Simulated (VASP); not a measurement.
These are LDA (Ceperley-Alder, Perdew-Zunger), VASP's LDA PAW potentials (set 64) (plane waves; VASP) values and carry that method's errors.

VASP input:

INCAR:
```
SYSTEM  =  Li
PREC  =  Accurate; ENCUT  =  520; LREAL  =  .False.
LASPH  =  .True.
EDIFF  =  1E-6; NELM  =  100; ALGO  =  Normal
ISMEAR  =  1; SIGMA  =  0.1
IBRION  =  2; NSW  =  60; ISIF  =  3
EDIFFG  =  -0.01
LWAVE  =  .False.; LCHARG  =  .False.
```

KPOINTS:
```
Automatic mesh
0
Gamma
13 13 13
0 0 0
```

**POSCAR**
```
Li
1
   -1.7450000000     1.7450000000     1.7450000000
    1.7450000000    -1.7450000000     1.7450000000
    1.7450000000     1.7450000000    -1.7450000000
Li
1
Direct
  0.0000000000   0.0000000000   0.0000000000
```

POTCAR, in this order: Li_sv (LDA.64 set). Program: vasp_std.

Output

File OUTCAR:
```
 ion  position               nearest neighbor table
   1  0.000  0.000  0.000-
  LATTYP: Found a body centered cubic cell.
 ALAT       =     3.4900000000
 Subroutine PRICEL returns:
 Original cell was already a primitive cell.
 Subroutine GETGRP returns: Found 48 space group operations
The static configuration has the point symmetry O_h .
The dynamic configuration has the point symmetry O_h .
 Subroutine INISYM returns: Found 48 space group operations
 Subroutine IBZKPT returns following result:
 Found     84 irreducible k-points:

 Following reciprocal coordinates:
            Coordinates               Weight
  0.000000  0.000000  0.000000      1.000000
  0.076923  0.000000  0.000000     12.000000
  0.153846  0.000000  0.000000     12.000000
  0.230769  0.000000  0.000000     12.000000
  0.307692  0.000000  0.000000     12.000000
  0.384615  0.000000  0.000000     12.000000
  0.461538  0.000000  0.000000     12.000000
  0.076923  0.076923  0.000000     24.000000
  0.153846  0.076923 -0.000000     48.000000
  0.230769  0.076923  0.000000     48.000000
  0.307692  0.076923 -0.000000     48.000000
  0.384615  0.076923  0.000000     48.000000
  0.461538  0.076923  0.000000     24.000000
  0.153846  0.153846  0.000000     24.000000
  0.230769  0.153846  0.000000     48.000000
  0.307692  0.153846  0.000000     48.000000
  0.384615  0.153846  0.000000     48.000000
  0.230769  0.230769  0.000000     24.000000
  0.307692  0.230769  0.000000     48.000000
  0.384615  0.230769  0.000000     24.000000
  0.307692  0.307692  0.000000     24.000000
  0.076923  0.076923  0.076923      8.000000
  0.153846  0.076923  0.076923     24.000000
  0.230769  0.076923  0.076923     24.000000
  0.307692  0.076923  0.076923     24.000000
  0.384615  0.076923  0.076923     24.000000
 -0.076923  0.076923  0.076923      6.000000
  0.153846  0.153846  0.076923     24.000000
  0.230769  0.153846  0.076923     48.000000
  0.307692  0.153846  0.076923     48.000000
  0.384615  0.153846  0.076923     24.000000
 -0.153846  0.153846  0.076923     24.000000
  0.230769  0.230769  0.076923     24.000000
  0.307692  0.230769  0.076923     48.000000
 -0.230769  0.230769  0.076923     24.000000
 -0.153846  0.230769  0.076923     24.000000
  0.307692  0.307692  0.076923      8.000000
 -0.307692  0.307692  0.076923     24.000000
 -0.230769  0.307692  0.076923     48.000000
 -0.384615  0.384615  0.076923     24.000000
   k-points           NKPTS =     84   k-points in BZ     NKDIM =     84   number of bands    NBANDS=      5
   number of dos      NEDOS =    301   number of ions     NIONS =      1
   total plane-waves  NPLWV =  13824
   dimension x,y,z NGX =    24 NGY =   24 NGZ =   24
   dimension x,y,z NGXF=    48 NGYF=   48 NGZF=   48
   ions per type =               1
   PREC   = accura    normal or accurate (medium, high low for compatibility)
   ISTART =      0    job   : 0-new  1-cont  2-samecut
   ICHARG =      2    charge: 1-file 2-atom 10-const
   ISPIN  =      1    spin polarized calculation?
   LNONCOLLINEAR =      F non collinear calculations
   LSORBIT =      F    spin-orbit coupling
   INIWAV =      1    electr: 0-lowe 1-rand  2-diag
   ENCUT  =  520.0 eV  38.22 Ry    6.18 a.u.   5.62  5.62  5.62*2*pi/ulx,y,z
   NELM   =    100;   NELMIN=  2; NELMDL= -5     # of ELM steps
   EDIFF  = 0.1E-05   stopping-criterion for ELM
   LREAL  =      F    real-space projection
   NLSPLINE    = F    spline interpolate recip. space projectors
   LMAXMIX     =    2 max onsite mixed and CHGCAR
   VOSKOWN=      0    Vosko Wilk Nusair interpolation
...
```

**OSZICAR**
```
       N       E                     dE             d eps       ncg     rms          rms(c)
DAV:   1     0.413028190233E+00    0.41303E+00   -0.69898E+02   845   0.409E+02
DAV:   2    -0.193586958825E+01   -0.23489E+01   -0.22787E+01  1200   0.586E+01
DAV:   3    -0.203402188462E+01   -0.98152E-01   -0.98123E-01  1060   0.866E+00
DAV:   4    -0.203669167511E+01   -0.26698E-02   -0.26616E-02  1125   0.125E+00
DAV:   5    -0.203672394972E+01   -0.32275E-04   -0.32275E-04  1070   0.121E-01    0.247E-01
DAV:   6    -0.203565355553E+01    0.10704E-02   -0.37636E-04  1585   0.126E-01    0.138E-01
DAV:   7    -0.203511454439E+01    0.53901E-03   -0.80637E-04  1610   0.193E-01    0.268E-02
DAV:   8    -0.203511859051E+01   -0.40461E-05   -0.32266E-05   900   0.653E-02    0.173E-03
DAV:   9    -0.203511876641E+01   -0.17591E-06   -0.50354E-07   570   0.938E-03
   1 F= -.20351188E+01 E0= -.20351298E+01  d E =-.203512E+01
       N       E                     dE             d eps       ncg     rms          rms(c)
DAV:   1    -0.204145007129E+01   -0.63315E-02   -0.61641E-02  1170   0.277E+00    0.502E-01
DAV:   2    -0.204128342554E+01    0.16665E-03   -0.13687E-02  1095   0.978E-01    0.359E-01
DAV:   3    -0.204056170766E+01    0.72172E-03   -0.42318E-03  1565   0.415E-01    0.201E-01
DAV:   4    -0.204026074987E+01    0.30096E-03   -0.44068E-04  1410   0.205E-01    0.152E-02
DAV:   5    -0.204027061972E+01   -0.98698E-05   -0.86967E-05   935   0.814E-02    0.640E-03
DAV:   6    -0.204027090982E+01   -0.29011E-06   -0.26173E-06   855   0.152E-02
   2 F= -.20402709E+01 E0= -.20402833E+01  d E =-.515214E-02
       N       E                     dE             d eps       ncg     rms          rms(c)
DAV:   1    -0.205090932994E+01   -0.10639E-01   -0.30846E-01  1100   0.657E+00    0.109E+00
DAV:   2    -0.205202328049E+01   -0.11140E-02   -0.81871E-02  1030   0.249E+00    0.820E-01
DAV:   3    -0.204948808734E+01    0.25352E-02   -0.26240E-02  1595   0.108E+00    0.617E-01
DAV:   4    -0.204662978815E+01    0.28583E-02   -0.44137E-03  1510   0.584E-01    0.287E-02
DAV:   5    -0.204668133570E+01   -0.51548E-04   -0.43896E-04   910   0.182E-01    0.168E-02
DAV:   6    -0.204668324860E+01   -0.19129E-05   -0.16289E-05  1120   0.344E-02    0.516E-03
DAV:   7    -0.204668287176E+01    0.37684E-06   -0.13381E-06   560   0.121E-02
   3 F= -.20466829E+01 E0= -.20466979E+01  d E =-.115641E-01
       N       E                     dE             d eps       ncg     rms          rms(c)
DAV:   1    -0.204783057577E+01   -0.11473E-02   -0.47281E-02  1095   0.255E+00    0.426E-01
DAV:   2    -0.204813253685E+01   -0.30196E-03   -0.13691E-02  1075   0.101E+00    0.328E-01
DAV:   3    -0.204784988410E+01    0.28265E-03   -0.46379E-03  1575   0.447E-01    0.280E-01
DAV:   4    -0.204724922485E+01    0.60066E-03   -0.93755E-04  1570   0.248E-01    0.940E-03
DAV:   5    -0.204725313872E+01   -0.39139E-05   -0.28337E-05   860   0.719E-02    0.564E-03
DAV:   6    -0.204725343079E+01   -0.29207E-06   -0.18401E-06   775   0.124E-02
   4 F= -.20472534E+01 E0= -.20472690E+01  d E =-.121347E-01
```

File OUTCAR:
```
------------------------ aborting loop because EDIFF is reached ----------------------------------------
  FORCE on cell =-STRESS in cart. coord.  units (eV):
  Direction    XX          YY          ZZ          XY          YZ          ZX
  --------------------------------------------------------------------------------------
  Total        0.0016067      0.0016067      0.0016067      0.0000000     -0.0000000      0.0000000
  in kB        0.1365317      0.1365317      0.1365317      0.0000000     -0.0000000      0.0000000
  external PRESSURE =       0.1365317 kB  Pullay stress =       0.0000000 kB
  volume of cell :       18.85
      direct lattice vectors                 reciprocal lattice vectors
    -1.676674031  1.676674031  1.676674031     0.000000000  0.298209426  0.298209426
     1.676674031 -1.676674031  1.676674031     0.298209426  0.000000000  0.298209426
     1.676674031  1.676674031 -1.676674031     0.298209426  0.298209426  0.000000000
 POSITION                                       TOTAL-FORCE (eV/Angst)
 -----------------------------------------------------------------------------------
      0.00000      0.00000      3.35335         0.000000     -0.000000     -0.000000
 -----------------------------------------------------------------------------------
    total drift:                               -0.000000      0.000000     -0.000000
  FREE ENERGIE OF THE ION-ELECTRON SYSTEM (eV)
  ---------------------------------------------------
  free  energy   TOTEN  =        -2.0472534308 eV

  energy  without entropy=       -2.0473002657  energy(sigma->0) =       -2.04726904

 reached required accuracy - stopping structural energy minimisation
```
(Selected blocks of OUTCAR.)

**CONTCAR**
```
Li
   1.00000000000000
    -1.6766740307984089    1.6766740307984089    1.6766740307984089
     1.6766740307984089   -1.6766740307984089    1.6766740307984089
     1.6766740307984089    1.6766740307984089   -1.6766740307984089
  Li
     1
Direct
     1.0000000000000000    1.0000000000000000    0.0000000000000000
```

Energy and stress use the plane-wave basis of the starting cell.

The compound is Li in the bcc structure. This run relaxes it. Symmetry was kept, so distortions that lower it aren't found.
